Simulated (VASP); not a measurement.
# GaIr (Pm-3m) in VASP: single point with LDA

Aim: the single point of GaIr with LDA.

Program: VASP 6.6.1. These are calculated values, not measurements. Logs are shortened: lines on timing, memory, paths and dates and some standing lists are left out, and cuts for length are marked.

## (1) Starting point

It takes space group Pm-3m (No. 221, cubic). Conventional cell: a = 3.004 Å, b = 3.004 Å, c = 3.004 Å, α = 90.00°, β = 90.00°, γ = 90.00°. Around Ga (site symmetry m-3m) lie 8 Ir at 2.60 Å. Ir (site symmetry m-3m) is surrounded by 8 Ga at 2.60 Å.

## (2) Single point, LDA

Contents of INCAR:

```
  PREC = Accurate
  ENCUT = 520
  EDIFF = 1E-6
  ISMEAR = 0
  SIGMA = 0.1
  LREAL = False
  LASPH = True
  NELM = 100
  ALGO = Normal
  ISIF = 2
  LWAVE = False
  LCHARG = True
  GGA = CA
  LELF = True
  LVHAR = True
  NBANDS = 18
```

Contents of KPOINTS:

```
Automatic mesh
0
Gamma
  6 6 6
```

Contents of POSCAR:

```
GaIr
1.0
    3.0040000000      0.0000000000      0.0000000000
    0.0000000000      3.0040000000      0.0000000000
    0.0000000000      0.0000000000      3.0040000000
Ga Ir
1 1
Direct
    0.0000000000      0.0000000000      0.0000000000
    0.5000000000      0.5000000000      0.5000000000
```

Potentials or basis: VASP PAW LDA potentials, release 64 (Ga_d, Ir).

Started as:

```bash
cat potpaw_LDA.64/Ga_d/POTCAR potpaw_LDA.64/Ir/POTCAR > POTCAR
mpirun -np 1 vasp_std > vasp.out
```

OUTCAR:

```text
PREC = Accurate
   ENCUT = 520
   EDIFF = 1E-6
   ISMEAR = 0
   LREAL = False
   LASPH = True
   NELM = 100
   ISIF = 2
   GGA = CA

 ion  position               nearest neighbor table
   1  0.000  0.000  0.000-   2 2.60   2 2.60   2 2.60   2 2.60   2 2.60   2 2.60   2 2.60   2 2.60

   2  0.500  0.500  0.500-   1 2.60   1 2.60   1 2.60   1 2.60   1 2.60   1 2.60   1 2.60   1 2.60

  LATTYP: Found a simple cubic cell.
 ALAT       =     3.0040000000

  Lattice vectors:

 A1 = (   3.0040000000,   0.0000000000,   0.0000000000)
 A2 = (   0.0000000000,   3.0040000000,   0.0000000000)
 A3 = (   0.0000000000,   0.0000000000,   3.0040000000)

Analysis of symmetry for initial positions (statically):
=====================================================================
 Subroutine PRICEL returns:
 Original cell was already a primitive cell.

 Routine SETGRP: Setting up the symmetry group for a
 simple cubic supercell.

 Subroutine GETGRP returns: Found 48 space group operations
 (whereof 48 operations were pure point group operations)
 out of a pool of 48 trial point group operations.

The static configuration has the point symmetry O_h .

Analysis of symmetry for dynamics (positions and initial velocities):
=====================================================================
 Subroutine PRICEL returns:
 Original cell was already a primitive cell.

 Routine SETGRP: Setting up the symmetry group for a
 simple cubic supercell.

 Subroutine GETGRP returns: Found 48 space group operations
 (whereof 48 operations were pure point group operations)
 out of a pool of 48 trial point group operations.

The dynamic configuration has the point symmetry O_h .

 Subroutine INISYM returns: Found 48 space group operations
 (whereof 48 operations are pure point group operations),
 and found     1 'primitive' translations

----------------------------------------------------------------------------------------

                                     Primitive cell

  volume of cell :      27.1081

  direct lattice vectors                    reciprocal lattice vectors
     3.004000000  0.000000000  0.000000000     0.332889481  0.000000000  0.000000000
     0.000000000  3.004000000  0.000000000     0.000000000  0.332889481  0.000000000
     0.000000000  0.000000000  3.004000000     0.000000000  0.000000000  0.332889481

  length of vectors
     3.004000000  3.004000000  3.004000000     0.332889481  0.332889481  0.332889481

  position of ions in fractional coordinates (direct lattice)
     0.000000000  0.000000000  0.000000000
     0.500000000  0.500000000  0.500000000

  ion indices of the primitive-cell ions
   primitive index   ion index
                 1           1
                 2           2

----------------------------------------------------------------------------------------

 KPOINTS: Automatic mesh

Automatic generation of k-mesh.
 Grid dimensions read from file:
 generate k-points for:    6    6    6

 Generating k-lattice:

  Cartesian coordinates                     Fractional coordinates (reciprocal lattice)
     0.055481580  0.000000000  0.000000000     0.166666667  0.000000000  0.000000000
     0.000000000  0.055481580  0.000000000     0.000000000  0.166666667  0.000000000
     0.000000000  0.000000000  0.055481580     0.000000000  0.000000000  0.166666667

  Length of vectors
     0.055481580  0.055481580  0.055481580

  Shift w.r.t. Gamma in fractional coordinates (k-lattice)
     0.000000000  0.000000000  0.000000000

 Subroutine IBZKPT returns following result:
 ===========================================

 Found     20 irreducible k-points:

 Following reciprocal coordinates:
            Coordinates               Weight
  0.000000  0.000000  0.000000      1.000000
  0.166667  0.000000  0.000000      6.000000
  0.333333  0.000000  0.000000      6.000000
  0.500000  0.000000  0.000000      3.000000
  0.166667  0.166667  0.000000     12.000000
  0.333333  0.166667  0.000000     24.000000
[... 12 lines left out ...]
  0.500000  0.500000  0.333333      6.000000
  0.500000  0.500000  0.500000      1.000000
   k-points           NKPTS =     20   k-points in BZ     NKDIM =     20   number of bands    NBANDS=     18
   number of dos      NEDOS =    301   number of ions     NIONS =      2
   total plane-waves  NPLWV =  13824
   dimension x,y,z NGX =    24 NGY =   24 NGZ =   24
   dimension x,y,z NGXF=    48 NGYF=   48 NGZF=   48
   ions per type =               1   1
   NGX,Y,Z   is equivalent  to a cutoff of  13.28, 13.28, 13.28 a.u.
   NGXF,Y,Z  is equivalent  to a cutoff of  26.56, 26.56, 26.56 a.u.
 SYSTEM =  unknown system
   PREC   = accura    normal or accurate (medium, high low for compatibility)
   ISTART =      0    job   : 0-new  1-cont  2-samecut
   ICHARG =      2    charge: 1-file 2-atom 10-const
   ISPIN  =      1    spin polarized calculation?
   LNONCOLLINEAR =      F non collinear calculations
   LSORBIT =      F    spin-orbit coupling
   LASPH  =      T    aspherical Exc in radial PAW
   ENCUT  =  520.0 eV  38.22 Ry    6.18 a.u.   5.59  5.59  5.59*2*pi/ulx,y,z
   NELM   =    100;   NELMIN=  2; NELMDL= -5     # of ELM steps
   EDIFF  = 0.1E-05   stopping-criterion for ELM
   LREAL  =      F    real-space projection
   EDIFFG = 0.1E-04   stopping-criterion for IOM
   NSW    =      0    number of steps for IOM
   IBRION =     -1    ionic relax: 0-MD 1-quasi-New 2-CG
   NFREE  =      0    steps in history (QN), initial steepest desc. (CG)
   ISIF   =      2    stress and relaxation
   ISYM   =      2    0-nonsym 1-usesym 2-fastsym
   POTIM  = 0.5000    time-step for ionic-motion
   TEBEG  =    0.0;   TEEND  =   0.0 temperature during run
   PSTRESS=    0.0 pullay stress
   NELECT =      22.0000    total number of electrons
   NUPDOWN=      -1.0000    fix difference up-down
   EMIN   =  10.00;   EMAX   =-10.00  energy-range for DOS
   EFERMI =   0.00;   METHOD = LEGACY
   ISMEAR =     0;   SIGMA  =   0.10  broadening in eV -4-tet -1-fermi 0-gaus
   EFERMI_NEDOS =   21; number of points for ismear=-14 and -15
   IALGO  =     38    algorithm
   IMIX   =      4    mixing-type and parameters
     AMIX     =   0.40;   BMIX     =  1.00
     AMIX_MAG =   1.60;   BMIX_MAG =  1.00
  volume/ion in A,a.u.               =      13.55        91.47
  Fermi-wavevector in a.u.,A,eV,Ry     =   1.527035  2.885679 31.726574  2.331837
  Thomas-Fermi vector in A             =   2.634987
   LORBIT       =      0    0 simple, 1 ext, 2 COOP (PROOUT), +10 PAW based schemes
   GGA     = CA    functional components
   LHFCALC =     F    Hartree Fock is set to
   AEXX    =    0.0000 exact exchange contribution
   IVDW    =     0    specifies the selected vdW correction
   LEPSILON=     F    determine dielectric tensor
   LRPA    =     F    only Hartree local field effects (RPA)
 non-spin polarized calculation
 Gauss-broadening in eV      SIGMA  =   0.10
  energy-cutoff  :      520.00
  volume of cell :       27.11
 maximum number of plane-waves:       740
 NGX is ok and might be reduce to    24
   NGX = 11   NGY = 11   NGZ = 11

 number of electron      22.0000007 magnetization

 Free energy of the ion-electron system (eV)
  ---------------------------------------------------
  ext. energy  EPLUGINS =         0.00000000
  ---------------------------------------------------
  free energy    TOTEN  =       -14.77294768 eV

  energy without entropy =      -14.76969678  energy(sigma->0) =      -14.77132223

 E-fermi :  10.0522     XC(G=0): -13.7822

 val. band max:        9.9232579936   @ k =   0.5000   0.5000   0.5000
 cond. band min:      10.0972913701   @ k =   0.3333   0.0000   0.0000
 fundamental gap:      0.1740333764
 Fermi energy:        10.0522056519

 k-point     1 :       0.0000    0.0000    0.0000
  band No.  band energies     occupation
      1      -5.7121      2.00000
      2      -5.7121      2.00000
      3      -5.4484      2.00000
      4      -5.4484      2.00000
      5      -5.4484      2.00000
      6      -3.0258      2.00000
[... 10 lines left out ...]
     17      22.7656      0.00000
     18      28.2635      0.00000

 k-point     2 :       0.1667    0.0000    0.0000
  band No.  band energies     occupation
      1      -5.6945      2.00000
      2      -5.6490      2.00000
      3      -5.4611      2.00000
      4      -5.4611      2.00000
      5      -5.4402      2.00000
      6      -2.4692      2.00000
[... 10 lines left out ...]
     17      24.9468      0.00000
     18      28.1651      0.00000

 k-point     3 :       0.3333    0.0000    0.0000
  band No.  band energies     occupation
      1      -5.6592      2.00000
      2      -5.5261      2.00000
      3      -5.4863      2.00000
      4      -5.4863      2.00000
      5      -5.4238      2.00000
      6      -0.8866      2.00000
[... 10 lines left out ...]
     17      25.0579      0.00000
     18      25.0744      0.00000

 k-point     4 :       0.5000    0.0000    0.0000
  band No.  band energies     occupation
      1      -5.6415      2.00000
      2      -5.4987      2.00000
      3      -5.4987      2.00000
      4      -5.4659      2.00000
      5      -5.4156      2.00000
      6       1.3324      2.00000
[... 10 lines left out ...]
     17      21.5689      0.00000
     18      21.5689      0.00000

 k-point     5 :       0.1667    0.1667    0.0000
  band No.  band energies     occupation
      1      -5.6604      2.00000
      2      -5.6074      2.00000
      3      -5.4891      2.00000
      4      -5.4753      2.00000
      5      -5.4423      2.00000
      6      -1.9235      2.00000
[... 10 lines left out ...]
     17      24.4392      0.00000
     18      26.1360      0.00000

 k-point     6 :       0.3333    0.1667    0.0000
  band No.  band energies     occupation
      1      -5.6275      2.00000
      2      -5.5384      2.00000
      3      -5.5015      2.00000
      4      -5.4925      2.00000
      5      -5.4488      2.00000
      6      -0.4100      2.00000
[... 10 lines left out ...]
     17      24.3197      0.00000
     18      25.0697      0.00000

 k-point     7 :       0.5000    0.1667    0.0000
  band No.  band energies     occupation
      1      -5.6135      2.00000
      2      -5.5609      2.00000
      3      -5.5139      2.00000
      4      -5.4527      2.00000
      5      -5.4342      2.00000
      6       1.5379      2.00000
[... 10 lines left out ...]
     17      22.7689      0.00000
     18      24.7365      0.00000

 k-point     8 :       0.3333    0.3333    0.0000
  band No.  band energies     occupation
      1      -5.6325      2.00000
      2      -5.5976      2.00000
      3      -5.5314      2.00000
      4      -5.4988      2.00000
      5      -5.3956      2.00000
      6       0.7019      2.00000
[... 10 lines left out ...]
     17      24.3747      0.00000
     18      25.4003      0.00000
[... 145 lines left out ...]
     17      22.1769      0.00000
     18      26.5918      0.00000

 k-point    16 :       0.5000    0.5000    0.1667
  band No.  band energies     occupation
      1      -5.6948      2.00000
      2      -5.5718      2.00000
      3      -5.5718      2.00000
      4      -5.5117      2.00000
      5      -5.2868      2.00000
      6       1.7017      2.00000
[... 10 lines left out ...]
     17      21.5391      0.00000
     18      25.2099      0.00000

 k-point    17 :       0.3333    0.3333    0.3333
  band No.  band energies     occupation
      1      -5.6217      2.00000
      2      -5.5711      2.00000
      3      -5.5711      2.00000
      4      -5.3910      2.00000
      5      -5.3910      2.00000
      6       1.7035      2.00000
[... 10 lines left out ...]
     17      19.9289      0.00000
     18      25.1864      0.00000

 k-point    18 :       0.5000    0.3333    0.3333
  band No.  band energies     occupation
      1      -5.6388      2.00000
      2      -5.5840      2.00000
      3      -5.5771      2.00000
      4      -5.3895      2.00000
      5      -5.3241      2.00000
      6       2.2595      2.00000
[... 10 lines left out ...]
     17      20.3943      0.00000
     18      23.1002      0.00000

 k-point    19 :       0.5000    0.5000    0.3333
  band No.  band energies     occupation
      1      -5.6329      2.00000
      2      -5.5937      2.00000
      3      -5.5937      2.00000
      4      -5.3585      2.00000
      5      -5.2840      2.00000
      6       2.5539      2.00000
[... 10 lines left out ...]
     17      19.0896      0.00000
     18      19.7745      0.00000

 k-point    20 :       0.5000    0.5000    0.5000
  band No.  band energies     occupation
      1      -5.6042      2.00000
      2      -5.6042      2.00000
      3      -5.6042      2.00000
      4      -5.2826      2.00000
      5      -5.2826      2.00000
      6       3.2139      2.00000
[... 10 lines left out ...]
     17      17.3372      0.00000
     18      17.3372      0.00000

------------------------ aborting loop because EDIFF is reached ----------------------------------------

  FORCE on cell =-STRESS in cart. coord.  units (eV):
  Direction    XX          YY          ZZ          XY          YZ          ZX
  --------------------------------------------------------------------------------------
  -------------------------------------------------------------------------------------
  Total       -0.0027553     -0.0027553     -0.0027553     -0.0000000     -0.0000000     -0.0000000
  in kB       -0.1628481     -0.1628481     -0.1628481     -0.0000000     -0.0000000     -0.0000000
  external PRESSURE =      -0.1628481 kB  Pullay stress =       0.0000000 kB

 VOLUME and BASIS-vectors are now :
 -----------------------------------------------------------------------------
  energy-cutoff  :      520.00
  volume of cell :       27.11
      direct lattice vectors                 reciprocal lattice vectors
     3.004000000  0.000000000  0.000000000     0.332889481  0.000000000  0.000000000
     0.000000000  3.004000000  0.000000000     0.000000000  0.332889481  0.000000000
     0.000000000  0.000000000  3.004000000     0.000000000  0.000000000  0.332889481

 POSITION                                       TOTAL-FORCE (eV/Angst)
 -----------------------------------------------------------------------------------
      0.00000      0.00000      0.00000         0.000000      0.000000      0.000000
      1.50200      1.50200      1.50200         0.000000      0.000000      0.000000
 -----------------------------------------------------------------------------------
    total drift:                                0.000000      0.000000     -0.000000

  FREE ENERGIE OF THE ION-ELECTRON SYSTEM (eV)
  ---------------------------------------------------
  free  energy   TOTEN  =       -14.7729476766 eV

  energy  without entropy=      -14.7696967773  energy(sigma->0) =      -14.77132223
```

Run time: 4.5 s. Hardware: 1 thread of Intel Xeon Platinum 8488C (Sapphire Rapids), shared host; peak memory 0.13 GiB.

Results:

```
Free energy            : -14.7729 eV
Pressure               : 0.0 GPa
Band gap on the k mesh : none (metal or under the smearing width)
```

The run has no spin-orbit coupling, so splittings on Ir are missing.
